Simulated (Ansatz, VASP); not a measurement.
This is a calculation of Sc3Te for Ansatz 0.2.0. The cell comes from a database or a generator and needn't be the stable form of this composition.

File input.yaml:

```yaml
crystal:
  lattice:
    - [0.0, 3.5695, 3.5695]
    - [3.5695, 0.0, 3.5695]
    - [3.5695, 3.5695, 0.0]
  atoms:
    - { symbol: Sc, position: [0.25, 0.25, 0.25] }
    - { symbol: Sc, position: [0.75, 0.75, 0.75] }
    - { symbol: Sc, position: [0.5, 0.5, 0.5] }
    - { symbol: Te, position: [0.0, 0.0, 0.0] }
hamiltonian:
  xc: pbe
  pseudopotentials: { kind: paw }
kpoints:
  mp_grid: { grid: [5, 5, 5] }
scf:
  occupations: { method: fermi_dirac, width: 0.05 }
output:
  forces: true
  stress: true
  eigenvalues: true
relax:
  f_tol: 0.01
  max_steps: 40
  cell: { stress_tol: 0.05 }
```

Potentials or basis: Ansatz PAW.

Command:

```console
$ ansatz run input.yaml --threads 2 --pin off --max-ram 5632MiB --backend cpu --events-out ev --progress --plain --runs-dir out
```

Translate it to VASP 6.6.1. Potentials or basis there: PBE PAW files Sc_sv, Te, 600 eV.

As run (cutoffs and basis follow the program's own potentials, and thresholds, step limits or extra output files can differ):

INCAR

```
PREC = Accurate
ENCUT = 600
EDIFF = 1E-7
ISMEAR = -1
SIGMA = 0.05
LREAL = F
LASPH = T
NELM = 100
ALGO = Normal
ISIF = 3
LWAVE = F
LCHARG = F
GGA = PE
IBRION = 2
NSW = 60
EDIFFG = -0.01
```

KPOINTS

```
Automatic mesh
0
Gamma
  5 5 5
```

The input POSCAR:

```
Sc3Te
1.0
    0.0000000000      3.5695000000      3.5695000000
    3.5695000000      0.0000000000      3.5695000000
    3.5695000000      3.5695000000      0.0000000000
Sc Te
3 1
Direct
    0.2500000000      0.2500000000      0.2500000000
    0.7500000000      0.7500000000      0.7500000000
    0.5000000000      0.5000000000      0.5000000000
    0.0000000000      0.0000000000      0.0000000000
```

Potentials or basis: VASP PAW PBE potentials, release 64 (Sc_sv, Te).

Launch:

```bash
$ cat potpaw_PBE.64/Sc_sv/POTCAR potpaw_PBE.64/Te/POTCAR > POTCAR
$ mpirun -np 1 vasp_std > vasp.out
```

Both were run:

|  | Ansatz | VASP |
| --- | --- | --- |
| Relaxed volume | 22.67 Å³/atom | 22.74 Å³/atom |
| Relaxed cell | a = 5.043 Å, b = 5.043 Å, c = 5.043 Å, α = 60.00°, β = 60.00°, γ = 60.00° | a = 5.048 Å, b = 5.048 Å, c = 5.048 Å, α = 60.00°, β = 60.00°, γ = 60.00° |
| Space group after relaxing | Fm-3m (No. 225) | Fm-3m (No. 225) |
| Pressure after relaxing | 0.0 GPa | 0.0 GPa |

Ansatz's pressure holds a Pulay term of +0.03 GPa for its cutoff of 420 eV, which the other run lacks.

The potentials hold 49 and 39 valence electrons a cell.

Where Ansatz's input types no cutoff or centring, it takes its own default and a Γ-centred mesh.

Pressure is positive in compression.
